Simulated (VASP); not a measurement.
SnTeS4: relaxation of cell and atoms with PBE

SnTeS4:

```
CELL_PARAMETERS angstrom
5.00803 0.00000 0.00000
-2.50402 4.33708 0.00000
0.00000 0.00000 8.35432
ATOMIC_POSITIONS crystal
Sn 0.00000 0.00000 0.00000
Te 0.00000 0.00000 0.50000
S 0.33333 0.66667 0.76323
S 0.66667 0.33333 0.76323
S 0.66667 0.33333 0.23677
S 0.33333 0.66667 0.23677
```

The cell was built by a generator and needn't be a form met in nature.

* Program: VASP 6.6.1
* Task: relaxation of cell and atoms
* Functional: PBE
* Potentials or basis: VASP PAW PBE potentials, release 64 (Sn_d, Te, S)
* Cutoff: 520 eV
* k mesh: 3 × 3 × 2
* Occupations: gaussian, width 0.15 eV
* Spin: no spin polarisation
* Further INCAR settings: PREC = Normal; ALGO = Fast; EDIFF = 0.0001; IBRION = 2; EDIFFG = -0.08; NSW = 24; ISIF = 3

```
Relaxed volume                         : 21.02 Å³/atom
Relaxed cell                           : a = 4.493 Å, b = 4.493 Å, c = 7.214 Å, α = 90.00°, β = 90.00°, γ = 120.00°
Space group after relaxing (to 0.05 Å) : P6/mmm (No. 191)
Energy gained by relaxing              : 411.0 meV/atom
Ionic steps                            : 11
Pressure after relaxing                : -0.1 GPa
Largest force after relaxing           : 0.073 eV/Å
Band gap on the k mesh                 : none (metal or under the smearing width)
```

Forces on the atoms (eV/Å):
```
Sn   0.000  0.000  0.000
Te   0.000  0.000  0.000
S    0.000  0.000 -0.073
S    0.000  0.000 -0.073
S    0.000  0.000  0.073
S    0.000  0.000  0.073
```

Stress tensor (GPa, compression positive):
```
-0.25  0.00  0.00
 0.00 -0.25  0.00
 0.00  0.00  0.08
```

The path:
| step | energy change (eV) | largest force (eV/Å) | pressure (GPa) | volume (Å³) |
| --- | --- | --- | --- | --- |
| 1 | 0.0000 | 0.1327 | -9.75 | 181.46 |
| 2 | -2.1523 | 0.3112 | -2.84 | 137.23 |
| 3 | -2.2121 | 0.3294 | -1.36 | 132.30 |
| 4 | -2.1080 | 0.3739 | 3.88 | 122.78 |
| 5 | -2.2166 | 0.3407 | -0.50 | 130.49 |
| 6 | -2.3507 | 0.3807 | 0.13 | 127.33 |
| 7 | -2.3948 | 0.3854 | 0.85 | 124.64 |
| 8 | -2.3954 | 0.3820 | 0.94 | 124.20 |
| 9 | -2.4304 | 0.2619 | -0.38 | 126.21 |
| 10 | -2.4367 | 0.1998 | -0.73 | 127.32 |
| 11 | -2.4659 | 0.0733 | -0.14 | 126.14 |

Final structure:
```yaml
crystal:
  lattice:
    - [4.49323, 0.00000, 0.00000]
    - [-2.24662, 3.89126, 0.00000]
    - [0.00000, 0.00000, 7.21425]
  atoms:
    - { symbol: Sn, position: [0.00000, 0.00000, 0.00000] }
    - { symbol: Te, position: [0.00000, 0.00000, 0.50000] }
    - { symbol: S, position: [0.33333, 0.66667, 0.74801] }
    - { symbol: S, position: [0.66667, 0.33333, 0.74801] }
    - { symbol: S, position: [0.66667, 0.33333, 0.25199] }
    - { symbol: S, position: [0.33333, 0.66667, 0.25199] }
```

Levels at points of the mesh, in eV from the Fermi level:
| k point | band 18 | band 19 | band 20 | band 21 | band 22 | band 23 | band 24 | band 25 | band 26 |
| --- | --- | --- | --- | --- | --- | --- | --- | --- | --- |
| (0.00, 0.00, 0.00) | -3.17 | -1.83 | -1.41 | -1.33 | -0.99 | -0.99 | 0.35 | 0.35 | 0.45 |
| (0.00, 0.00, 0.50) | -2.86 | -2.86 | -1.95 | -1.95 | -0.54 | -0.50 | 0.83 | 1.73 | 1.73 |

Wall time 74 s on 1 thread of Intel(R) Xeon(R) 6975P-C (Granite Rapids) (shared host), peak memory 0.21 GiB.

Caveat: the k mesh is coarse (spacing up to 0.48 Å⁻¹), so the values aren't converged; the volume moved by over 15 % at a fixed basis, so the end points are rough; the relaxation stopped at a loose force limit of 0.08 eV/Å, so its end isn't a converged minimum. The run has no spin-orbit coupling, so splittings on Te are missing.
